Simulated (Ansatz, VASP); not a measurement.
# Cross-check of HfC between VASP and Ansatz, part 2 of 2

Wanted: the spread between two codes on one cell, functional and k mesh. The cell is taken from a series of runs on this material, whose earlier steps may have relaxed, scaled, displaced or heated it; both programs get it as it stands.

VASP 6.6.1 and Ansatz 0.2.0.

So far: Starting point; VASP: zone-centre phonons, LDA.

### Step 3. Ansatz: zone-centre phonons, LDA

Level of this step: Ansatz beside VASP: Kohn-Sham DFT, plane waves, LDA (Ansatz).

Ansatz runs on its PAW soft_1 files.

The same cell, functional (in two slightly different forms), mesh and smearing now go to Ansatz, which takes its cutoff from its data sets.

Input file input.yaml:

```yaml
crystal:
  lattice:
    - [0.0290210776, 2.3030789723, 2.2801236353]
    - [2.3030789723, 0.0290210776, 2.2801236353]
    - [2.3321000499, 2.3321000499, 0.0]
  atoms:
    - { symbol: C, position: [0.0, 0.0, 0.0] }
    - { symbol: Hf, position: [0.5, 0.5, 0.5] }
kpoints:
  mp_grid: { grid: [16, 16, 16] }
hamiltonian:
  xc: lda
  pseudopotentials: { kind: paw, azcp: { folder: soft_1 }, xc_functional: pbe }
scf:
  occupations: { method: methfessel_paxton, width: 0.2 }
output:
  eigenvalues: true
phonons:
  method: dfpt
```

Run with:

```
ansatz run input.yaml --threads 4 --pin off --max-ram 10240MiB --backend cpu --events-out ev --progress --plain --runs-dir out
```

Numbers of over 12 decimals in the logs are rounded to 6 here.

What it wrote:

```text
zone centre: on kpoints.mp_grid the ground state, and the responses unless they are solved on pairs of k-points, stand on 1098 of the mesh's 4096 k-points, reduced under 4 symmetry operations, with k and −k counted as one. Each operation leaves every solved displacement unchanged or reverses it
Engine: ansatz 0.2.0, aarch64-unknown-linux-gnu
Pseudopotentials: kind: paw
Pseudopotential: C, paw, valence charge 4, recommended cutoff 420 eV (normal), soft_1/C.paw.azcp
Pseudopotential: Hf, paw, valence charge 26, recommended cutoff 420 eV (normal), soft_1/Hf.paw.azcp
Functional definition: SPW92
  exchange = slater_x
  correlation = pw_c
Crystal: 2 atoms, lattice volume = 24.184 Å³
Basis set: ecut = 420 eV, 487 PW (Γ), exchange–correlation on 48×48×48 points (8 copies of the dense FFT grid, shifted against one another)
Bands: 19, of which v1, the nominal top of the filled ones, is band 15 counted from 1 (14 counted from 0)
Symmetry: 8 space group operations
k-points: 1098 of 4096 (irreducible under 4 space group operations)
Non-local potential: C, projectors of the file, l = 0: 2, l = 1: 2, l = 2: 1
Non-local potential: Hf, projectors of the file, l = 0: 3, l = 1: 2, l = 2: 2, l = 3: 3
PAW form: soft (Blöchl's): semilocal exchange-correlation on the pseudo side does not see the compensation charge
PAW frozen core: C, regenerated for the run's functional, and the local potential with it (the file was generated under x = pbe(κ = 0.804, μ = 0.219515), c = pbe(β = 0.066725))
PAW frozen core: Hf, regenerated for the run's functional, and the local potential with it (the file was generated under x = pbe(κ = 0.804, μ = 0.219515), c = pbe(β = 0.066725))
PAW one-centre angular grid: C, 110 points (default); XC on 64 Gauss nodes
PAW one-centre angular grid: Hf, 590 points (default); XC on 64 Gauss nodes
Initial density: superposition of atomic densities (chi_scale 0.1, normalization cell, long waves kept (reshape's long-wave potential 0.00 eV rms))
Initial wavefunctions: pseudopotential atomic-orbital guess
Functional: x = slater, c = lda
SCF iter   1: F=—  HF=-15723.132938 eV  |F-HF|=—  |Δ(HF+E_count)|=         —  Δρ=9.05e-2  dr2=2.68e0  ethr=3.10e-3  ⟨swp⟩=4.9  Hψ=91584  notcnv=0
preconditioner: auto → Kerker (q_TF=auto, 2.828 Å⁻¹)  [metal: Δε(μ)=0.022 eV  Ē_g=17.715 eV  σ=0.200 eV  W_gap=0.09  n_scr=14 (ndim 8)  ℏωp=40.0 eV  f_vac=0.000  D(μ)=0.20/eV (n_scr^D=0)]
SCF iter   2: F=—  HF=-15722.565050 eV  |F-HF|=—  |Δ(HF+E_count)|=   5.68e-1  S|Δr|=    0.00e0  Δρ=3.24e-2  dr2=2.54e-1  ethr=3.10e-3  ⟨swp⟩=2.1  Hψ=36248  notcnv=0  defer=1
SCF iter   3: F=—  HF=-15722.506668 eV  |F-HF|=—  |Δ(HF+E_count)|=   5.84e-2  S|Δr|=    0.00e0  Δρ=1.38e-2  dr2=2.84e-2  ethr=8.48e-4  ⟨swp⟩=2.0  Hψ=37123  notcnv=0
SCF iter   4: F=—  HF=-15722.499583 eV  |F-HF|=—  |Δ(HF+E_count)|=   7.09e-3  S|Δr|=    0.00e0  Δρ=7.72e-3  dr2=6.97e-3  ethr=9.46e-5  ⟨swp⟩=2.1  Hψ=37164  notcnv=0
SCF iter   5: F=—  HF=-15722.498947 eV  |F-HF|=—  |Δ(HF+E_count)|=   6.36e-4  S|Δr|=    0.00e0  Δρ=1.53e-3  dr2=3.12e-4  ethr=2.32e-5  ⟨swp⟩=2.0  Hψ=31607  notcnv=0
SCF iter   6: F=—  HF=-15722.498872 eV  |F-HF|=—  |Δ(HF+E_count)|=   7.44e-5  S|Δr|=    0.00e0  Δρ=2.71e-4  dr2=1.81e-5  ethr=1.04e-6  ⟨swp⟩=2.9  Hψ=38194  notcnv=0
SCF iter   7: F=—  HF=-15722.498876 eV  |F-HF|=—  |Δ(HF+E_count)|=   3.63e-6  S|Δr|=    0.00e0  Δρ=7.55e-5  dr2=1.02e-6  ethr=6.04e-8  ⟨swp⟩=2.3  Hψ=38516  notcnv=0
SCF iter   8: F=—  HF=-15722.498877 eV  |F-HF|=—  |Δ(HF+E_count)|=   6.08e-7  S|Δr|=    0.00e0  Δρ=1.31e-5  dr2=2.27e-8  ethr=3.41e-9  ⟨swp⟩=2.7  Hψ=40049  notcnv=0
SCF iter   9: F=—  HF=-15722.498877 eV  |F-HF|=—  |Δ(HF+E_count)|=   1.70e-8  S|Δr|=    0.00e0  Δρ=2.39e-6  dr2=8.39e-10  ethr=7.56e-11  ⟨swp⟩=2.6  Hψ=37386  notcnv=0
SCF iter  10: F=—  HF=-15722.498877 eV  |F-HF|=—  |Δ(HF+E_count)|=  9.26e-10  S|Δr|=    0.00e0  Δρ=2.88e-7  dr2=1.86e-11  ethr=2.80e-12  ⟨swp⟩=2.7  Hψ=40797  notcnv=0
SCF iter  11: F=-15722.498877 eV  HF=-15722.498877 eV  |F-HF|=0.00e0  |Δ(HF+E_count)|=  1.64e-11  S|Δr|=    0.00e0  Δρ=4.28e-8  dr2=3.28e-13  ethr=1.00e-12  ⟨swp⟩=4.3  Hψ=178498  notcnv=0
SCF 1 converged in 11 iterations: F = -15722.498877 eV  dr2 = 3.28e-13
  Residual-converged pass: ⟨swp⟩=1.0  Hψ=25382  notcnv=0  max |occ|·‖R‖ = 7.1e-9 eV (tolerance 1.0e-8 eV)  dr2=3.28e-13  dr2_onsite=8.47e-14  max |Δocc| = 3.0e-13
  greatest PAW one-centre occupation: 0.998 electrons in one spin orbital (limit 2), on the Hf atom at site 1 (counted from 0), in its partial waves of l = 3
DFPT response loops at Γ: preconditioner auto → Kerker (q_TF=auto, 2.828 Å⁻¹) (partly filled bands, converged f_vac=0.000); β = 1.00, the filter's whole step (`scf.mixing.beta` (0.50) is not read by the response loops under this deck's `scf.mixing.preconditioner`; to damp them name `kerker` or `kerker_dos`, under which they read `scf.mixing.beta`, and type it under 1.00, their step now; both keys bind the ground state too); Broyden in place of MSR1
SCF converged after 11 iterations
Stability not checked: this state was not tested for a lower state beside it, because cold or Methfessel-Paxton smearing, or corrected tetrahedra, fill the levels in a way that the test cannot read (fill_not_monotonic; see scf.lower_state_search)
Free energy (F): -15722.498877 eV
Harris-Foulkes:  -15722.498877 eV  (|F-HF|=0.00e0)
Internal energy: -15722.498466 eV  (E = F + TS)
E sigma→0 (E₀):  -15722.498774 eV
Entropy (-TS):   -0.000411 eV (-0.205 meV/atom)
Fermi energy:    19.029985 eV
--- Per-component energies (eV) ---
  E_band       = 81.363358
  E_kinetic    = 496.314285
  E_local      = -6135.614990  (includes V_loc(G=0)·N_el)
  E_nonlocal   = 99.360630
  E_hartree    = 3007.358854
  E_xc         = -312.637315
  E_vxc        = -314.809079  (∫ρ·V_xc dr)
  E_paw        = -7548.428159  (= ΣΔE_a)
  E_vpaw       = -78.605296  (= ΣTr[D̂ρ^β])
  E_aug_tail   = 0.000115  (compensation charges beyond the density's cutoff)
  E_ewald      = -5331.371806
  E_core_change = 2.519920  (= ΣΔE_core)
  E_smearing   = -0.000411  (= −TS)
  E_closure    = -0.000000  (closes the sum)
  Σ components = -15722.498877   (vs F -15722.498877, Δ=0.00e0)
--- Band table (eV; the first three rows and the last of 1098) ---
  k-point 0: bands = [... 11 lower, 8.1606, 20.0245, 20.0846, 20.1598, 20.1874, 20.3578, 20.4566, 22.3684]
  k-point 1: bands = [... 11 lower, 8.1601, 19.1820, 19.5179, 19.6216, 20.5322, 20.7018, 20.8630, 22.8970]
  k-point 2: bands = [... 11 lower, 8.1603, 18.1203, 18.6803, 18.7878, 20.8725, 21.0481, 21.3508, 23.9983]
  k-point 1097: bands = [... 11 lower, 8.5815, 16.5841, 17.0192, 18.8622, 19.1141, 24.4625, 25.9045, 25.9289]
--- Phonons (Γ-DFPT): 4 representative perturbations + reference, on 1098 of 4096 k-points (Σ response iterations 12) ---
  k mesh reduced under 4 symmetry operations, with k and −k counted as one. Each operation leaves every solved displacement unchanged or reverses it
  ASR residual: 1.400e-5 → 0.000e0 eV/Å²; symmetrization residual: 1.242e-6 eV/Å²
  ASR residual per site (eV/Å²): 2.42e-6 1.40e-5
  Γ frequencies (cm⁻¹): 0.00 0.00 0.00 427.70 451.67 472.74
  non-analytic LO–TO correction: not included (Born effective charges unavailable; polar crystals: no LO–TO splitting at Γ)
```

### Step 4. Differences

Known differences besides the potentials themselves: the data sets hold 30 valence electrons in Ansatz (on its PAW soft_1 files) and 14 in VASP; the cutoff is 420 eV in Ansatz and 600 eV in VASP; VASP's log shows a relativistic correction to its local exchange, Ansatz's none. Total energies have different zeros and are not compared.

Both answers:

```tsv
quantity	Ansatz	VASP	difference
optical mode 1 (cm⁻¹)	427.7	425.3	+0.57 %
optical mode 2 (cm⁻¹)	451.7	449.2	+0.56 %
optical mode 3 (cm⁻¹)	472.7	471.5	+0.26 %
```

Modes are paired by rising frequency, not by their patterns, so a pair may set unlike modes beside each other; they are those without the splitting of longitudinal modes.

### Step 5. Results

- r.m.s. difference of the optical zone-centre modes, each program's sorted by frequency (zone-centre phonons, LDA): 2.1 cm⁻¹
- difference in optical mode 1 (zone-centre phonons, LDA): +0.6 %

In words: The r.m.s. difference of the optical zone-centre modes, each program's sorted by frequency is 2.1 cm⁻¹ (zone-centre phonons, LDA). The data sets hold unlike numbers of valence electrons (30 in Ansatz and 14 in VASP), so part of the differences comes from the potentials. Among the rows given in per cent, the largest difference of the zone-centre phonons, LDA pair is in optical mode 1, +0.6 %. Such differences can come from data sets, numerical settings and the points named under the comparisons, not from the functional's error against experiment.

[Lines on the potential files, build, host, timing and source positions are cut from VASP's logs without a mark.]

[Logs are printed without paths, hosts, clocks, repeated set-up lines and the standing remarks that a program may print on its own settings, such as how far it seeks lower states.]

[Hosts, paths, dates, database ids (printed as entryN), source tags and the programs' standing remarks are cut or masked in the printed files.]
